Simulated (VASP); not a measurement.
Here is a VASP 6.6.1 calculation.

Contents of INCAR:

```
SYSTEM = RbTiCd3
PREC = Accurate
ENCUT = 520
EDIFF = 1E-7
ISMEAR = -1
SIGMA = 0.05
LREAL = .FALSE.
LASPH = .TRUE.
NELM = 100
ALGO = Normal
ISIF = 2
LWAVE = .FALSE.
LCHARG = .FALSE.
GGA = PE
NBANDS = 36
```

File KPOINTS:

```
Automatic mesh
0
G
  6 6 6
  0 0 0
```

POSCAR

```
RbTiCd3
1.0
    4.9108768100      0.0000000000      0.0000000000
    0.0000000000      4.9108768100      0.0000000000
    0.0000000000      0.0000000000      4.9211147800
Rb Ti Cd
1 1 3
Direct
    0.5000000000      0.5000000000      0.5148159900
    0.0000000000      0.0000000000      0.9928190100
    0.5000000000      0.0000000000      0.9752169800
    0.0000000000      0.5000000000      0.9752169800
    0.0000000000      0.0000000000      0.4859319900
```

Potentials or basis: VASP PAW PBE potentials, release 64 (Rb_sv, Ti_sv, Cd).

Command:

```bash
$ cat potpaw_PBE.64/Rb_sv/POTCAR potpaw_PBE.64/Ti_sv/POTCAR potpaw_PBE.64/Cd/POTCAR > POTCAR
$ mpirun -np 1 vasp_std > vasp.out
```

Problem. Predict the band gap on the k mesh.

Solution. None (metal or under the smearing width).

Problem. What does it give for the pressure?

Solution. 19.8 GPa.

Forces in eV/Å, atoms in the order of the input:
```
Rb   0.000  0.000 -0.660
Ti   0.000  0.000 -0.196
Cd   0.000  0.000  0.082
Cd   0.000  0.000  0.082
Cd   0.000  0.000  0.692
```

Caveat: so large a pressure means that the cell lies far from this level's equilibrium, or that cutoff or potentials fall short.
